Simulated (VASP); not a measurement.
Output of a VASP run:

**OUTCAR**
```
 ion  position               nearest neighbor table
   1  0.000  0.000  0.000-
   2  0.500  0.500  0.500-
  LATTYP: Found a face centered cubic cell.
 ALAT       =     6.7083474672
 Subroutine PRICEL returns:
 Original cell was already a primitive cell.
 Subroutine GETGRP returns: Found 48 space group operations
The static configuration has the point symmetry O_h .
The dynamic configuration has the point symmetry O_h .
 Subroutine INISYM returns: Found 48 space group operations
 Subroutine IBZKPT returns following result:
 Found     20 irreducible k-points:

 Following reciprocal coordinates:
            Coordinates               Weight
  0.000000  0.000000  0.000000      1.000000
  0.142857  0.000000  0.000000      8.000000
  0.285714  0.000000  0.000000      8.000000
  0.428571  0.000000  0.000000      8.000000
  0.142857  0.142857  0.000000      6.000000
  0.285714  0.142857  0.000000     24.000000
  0.428571  0.142857  0.000000     24.000000
 -0.428571  0.142857  0.000000     24.000000
 -0.285714  0.142857  0.000000     24.000000
 -0.142857  0.142857  0.000000     12.000000
  0.285714  0.285714  0.000000      6.000000
  0.428571  0.285714  0.000000     24.000000
 -0.428571  0.285714  0.000000     24.000000
 -0.285714  0.285714  0.000000     12.000000
  0.428571  0.428571  0.000000      6.000000
 -0.428571  0.428571  0.000000     12.000000
  0.428571  0.285714  0.142857     24.000000
 -0.428571  0.285714  0.142857     48.000000
 -0.428571  0.428571  0.142857     24.000000
 -0.285714  0.428571  0.142857     24.000000
   k-points           NKPTS =     20   k-points in BZ     NKDIM =     20   number of bands    NBANDS=     12
   number of dos      NEDOS =    301   number of ions     NIONS =      2
   total plane-waves  NPLWV =  46656
   dimension x,y,z NGX =    36 NGY =   36 NGZ =   36
   dimension x,y,z NGXF=    72 NGYF=   72 NGZF=   72
   ions per type =               1   1
   PREC   = accura    normal or accurate (medium, high low for compatibility)
   ISTART =      0    job   : 0-new  1-cont  2-samecut
   ICHARG =      2    charge: 1-file 2-atom 10-const
   ISPIN  =      1    spin polarized calculation?
   LNONCOLLINEAR =      F non collinear calculations
   LSORBIT =      F    spin-orbit coupling
   INIWAV =      1    electr: 0-lowe 1-rand  2-diag
   ENCUT  =  520.0 eV  38.22 Ry    6.18 a.u.   8.82  8.82  8.82*2*pi/ulx,y,z
   NELM   =    100;   NELMIN=  2; NELMDL= -5     # of ELM steps
   EDIFF  = 0.1E-06   stopping-criterion for ELM
   LREAL  =      F    real-space projection
   NLSPLINE    = F    spline interpolate recip. space projectors
   LMAXMIX     =    2 max onsite mixed and CHGCAR
   VOSKOWN=      0    Vosko Wilk Nusair interpolation
   EDIFFG = 0.1E-05   stopping-criterion for IOM
   NSW    =      0    number of steps for IOM
   NBLOCK =      1;   KBLOCK =      1    inner block; outer block
   IBRION =     -1    ionic relax: 0-MD 1-quasi-New 2-CG
   NFREE  =      0    steps in history (QN), initial steepest desc. (CG)
   ISIF   =      2    stress and relaxation
   ISYM   =      2    0-nonsym 1-usesym 2-fastsym
   TEIN   =    0.0    initial temperature
   TEBEG  =    0.0;   TEEND  =   0.0 temperature during run
   SMASS  =  -3.00    Nose mass-parameter (am)
   PSTRESS=    0.0 pullay stress
   NELECT =      16.0000    total number of electrons
   EFERMI =   0.00;   METHOD = LEGACY
   ISMEAR =     0;   SIGMA  =   0.05  broadening in eV -4-tet -1-fermi 0-gaus
   IALGO  =     38    algorithm
   LDIAG  =      T    sub-space diagonalisation (order eigenvalues)
   IMIX   =      4    mixing-type and parameters
     AMIX     =   0.40;   BMIX     =  1.00
     AMIX_MAG =   1.60;   BMIX_MAG =  1.00
     AMIN     =   0.10
   GGA     = RP    functional components
   VOSKOWN =     0    Vosko Wilk Nusair interpolation
   LHFCALC =     F    Hartree Fock is set to
   LHFONE  =     F    Hartree Fock one center treatment
...
```

### OSZICAR
```
       N       E                     dE             d eps       ncg     rms          rms(c)
DAV:   1     0.107056498183E+03    0.10706E+03   -0.70280E+03   480   0.116E+03
DAV:   2     0.112172312545E+01   -0.10593E+03   -0.99642E+02   612   0.274E+02
DAV:   3    -0.655048412181E+01   -0.76722E+01   -0.76355E+01   608   0.677E+01
DAV:   4    -0.685804033589E+01   -0.30756E+00   -0.30722E+00   860   0.124E+01
DAV:   5    -0.685995594959E+01   -0.19156E-02   -0.19156E-02   616   0.103E+00    0.290E+00
DAV:   6    -0.649189112913E+01    0.36806E+00   -0.67512E-01   576   0.419E+00    0.236E+00
DAV:   7    -0.647735447140E+01    0.14537E-01   -0.19123E-01   600   0.259E+00    0.143E+00
DAV:   8    -0.650336519287E+01   -0.26011E-01   -0.36007E-02   564   0.169E+00    0.212E-01
DAV:   9    -0.650623969378E+01   -0.28745E-02   -0.42659E-03   620   0.498E-01    0.130E-01
DAV:  10    -0.650747372565E+01   -0.12340E-02   -0.15460E-03   544   0.373E-01    0.151E-02
DAV:  11    -0.650751249604E+01   -0.38770E-04   -0.73969E-05   756   0.648E-02    0.726E-03
DAV:  12    -0.650752514116E+01   -0.12645E-04   -0.12203E-05   580   0.324E-02    0.261E-03
DAV:  13    -0.650752777473E+01   -0.26336E-05   -0.54275E-06   576   0.216E-02    0.115E-03
DAV:  14    -0.650752796574E+01   -0.19101E-06   -0.15093E-07   608   0.382E-03    0.209E-04
DAV:  15    -0.650752801381E+01   -0.48073E-07   -0.19110E-08   440   0.139E-03
   1 F= -.65075280E+01 E0= -.65075280E+01  d E =-.809368E-14
```

**OUTCAR**
```
------------------------ aborting loop because EDIFF is reached ----------------------------------------
  FORCE on cell =-STRESS in cart. coord.  units (eV):
  Direction    XX          YY          ZZ          XY          YZ          ZX
  --------------------------------------------------------------------------------------
  Total       -0.3090269     -0.3090269     -0.3090269      0.0000000      0.0000000     -0.0000000
  in kB       -6.5602470     -6.5602470     -6.5602470      0.0000000      0.0000000     -0.0000000
  external PRESSURE =      -6.5602470 kB  Pullay stress =       0.0000000 kB
  volume of cell :       75.47
      direct lattice vectors                 reciprocal lattice vectors
     0.000000000  3.354173734  3.354173734    -0.149068009  0.149068009  0.149068009
     3.354173734  0.000000000  3.354173734     0.149068009 -0.149068009  0.149068009
     3.354173734  3.354173734  0.000000000     0.149068009  0.149068009 -0.149068009
  FREE ENERGIE OF THE ION-ELECTRON SYSTEM (eV)
  ---------------------------------------------------
  free  energy   TOTEN  =        -6.5075280138 eV

  energy  without entropy=       -6.5075280138  energy(sigma->0) =       -6.50752801
```
(Selected blocks of OUTCAR.)

### POSCAR
```
KCl
1
    0.0000000000     3.3541737336     3.3541737336
    3.3541737336     0.0000000000     3.3541737336
    3.3541737336     3.3541737336     0.0000000000
K Cl
1 1
Direct
  0.0000000000   0.0000000000   0.0000000000
  0.5000000000   0.5000000000   0.5000000000
```

### Question
Write an INCAR and KPOINTS that could have produced this output.

### Answer
This is not unique; one that fits is the input of the run itself, RPBE GGA, plane waves, VASP's PBE PAW potentials (set 64).

### INCAR
```
LCHARG=.FALSE.
ISIF=2   # forces and stress, cell fixed
LREAL=.FALSE.
GGA=RP   # RPBE
EDIFF=1E-7   # SCF stop (eV)
LASPH=.TRUE.   # aspherical one-centre terms
NELM=100
PREC=Accurate
ISMEAR=0   # Gaussian
SYSTEM=KCl
ENCUT=520
SIGMA=0.05   # width (eV)
ALGO=Normal   # blocked Davidson
LWAVE=.FALSE.
```

KPOINTS:
```
Automatic mesh
0
Gamma
7 7 7
0 0 0
```

POTCAR, in this order: K_sv Cl (PBE.64 set). Program: vasp_std.

The compound is KCl in the rock salt structure. This cell is one point of a volume scan, at 1.06 of the reference volume.
